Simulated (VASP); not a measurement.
These are PBEsol GGA, VASP's PBE PAW potentials (set 64) (plane waves; VASP) values and carry that method's errors.

VASP input:

### INCAR
```
ISMEAR = 1
NSW = 40   # most ionic steps
IBRION = 2   # conjugate gradients
NELM = 100   # most electronic steps
LMAXMIX = 6
LCHARG = F
EDIFF = 1E-7
PSTRESS = 10
ALGO = Normal   # blocked Davidson
LREAL = F   # projection in real space or not
GGA = PS   # PBEsol
EDIFFG = -0.01   # ionic stop
LWAVE = F
LASPH = T   # aspherical one-centre terms
SYSTEM = Pm
PREC = Accurate
SIGMA = 0.1
ISIF = 3
ENCUT = 480
```

File POSCAR:
```
Pm
1
   -3.0122491170     3.0122491170     1.7083953400
    3.0122491170    -3.0122491170     1.7083953400
    3.0122491170     3.0122491170    -1.7083953400
Pm
2
Direct
  0.7500000000   0.2500000000   0.5000000000
  0.0000000000   0.0000000000   0.0000000000
```

**KPOINTS**
```
Automatic mesh
0
Gamma
12 12 12
0 0 0
```

POTCAR, in this order: Pm_3 (PBE.64 set). Program: vasp_std.

The run wrote:

File OSZICAR:
```
       N       E                     dE             d eps       ncg     rms          rms(c)
DAV:   1     0.828053989195E+02    0.82805E+02   -0.10675E+04  4890   0.125E+03
DAV:   2    -0.749051629552E+01   -0.90296E+02   -0.89614E+02  6122   0.266E+02
DAV:   3    -0.952576879339E+01   -0.20353E+01   -0.20027E+01  6591   0.321E+01
DAV:   4    -0.954264423901E+01   -0.16875E-01   -0.16863E-01  5758   0.358E+00
DAV:   5    -0.954288938986E+01   -0.24515E-03   -0.24493E-03  6556   0.373E-01    0.248E+01
DAV:   6    -0.951240740484E+01    0.30482E-01   -0.58725E-02  5387   0.166E+00    0.148E+01
DAV:   7    -0.951178112463E+01    0.62628E-03   -0.73276E-02  5576   0.185E+00    0.491E-01
DAV:   8    -0.951033432522E+01    0.14468E-02   -0.77842E-03  5499   0.608E-01    0.872E-02
DAV:   9    -0.951034187139E+01   -0.75462E-05   -0.14249E-04  6703   0.883E-02    0.417E-02
DAV:  10    -0.951033822245E+01    0.36489E-05   -0.88292E-06  5681   0.183E-02    0.254E-02
DAV:  11    -0.951033880874E+01   -0.58630E-06   -0.13162E-06  6059   0.885E-03    0.788E-03
DAV:  12    -0.951033861095E+01    0.19780E-06   -0.52824E-08  4118   0.176E-03    0.191E-03
DAV:  13    -0.951033853856E+01    0.72388E-07   -0.16946E-08  3558   0.952E-04
   1 F= -.91233309E+01 E0= -.91236046E+01  d E =-.912333E+01
```

**OUTCAR**
```
------------------------ aborting loop because EDIFF is reached ----------------------------------------
  FORCE on cell =-STRESS in cart. coord.  units (eV):
  Direction    XX          YY          ZZ          XY          YZ          ZX
  --------------------------------------------------------------------------------------
  Total        0.3840168      0.3840168      0.3922652      0.0000000      0.0000000      0.0000000
  in kB        9.9227193      9.9227193     10.1358501      0.0000000      0.0000000      0.0000000
  external PRESSURE =      -0.0062371 kB  Pullay stress =      10.0000000 kB
  volume of cell :       62.01
      direct lattice vectors                 reciprocal lattice vectors
    -3.012249117  3.012249117  1.708395340     0.000000000  0.165988927  0.292672304
     3.012249117 -3.012249117  1.708395340     0.165988927  0.000000000  0.292672304
     3.012249117  3.012249117 -1.708395340     0.165988927  0.165988927  0.000000000
 POSITION                                       TOTAL-FORCE (eV/Angst)
 -----------------------------------------------------------------------------------
     -0.00000      3.01225      0.85420        -0.000000     -0.000000     -0.000000
      0.00000      0.00000      0.00000         0.000000      0.000000      0.000000
 -----------------------------------------------------------------------------------
    total drift:                               -0.000000      0.000000     -0.000000
  FREE ENERGIE OF THE ION-ELECTRON SYSTEM (eV)
  ---------------------------------------------------
  free  energy   TOTEN  =        -9.5103385386 eV

  energy  without entropy=       -9.5111596203  energy(sigma->0) =       -9.51061223
  enthalpy is  TOTEN    =        -9.1233308808 eV   P V=        0.3870076578

 reached required accuracy - stopping structural energy minimisation
```
(Selected blocks of OUTCAR.)

The 4f electrons are frozen in the core of the lanthanide potential, so 4f levels, which can set the real gap, and their magnetism are missing.

The structure was generated: Pm was put into the beta-Sn type (I4_1/amd), which need not be its known phase. It was relaxed first under an external pressure of 1 GPa.
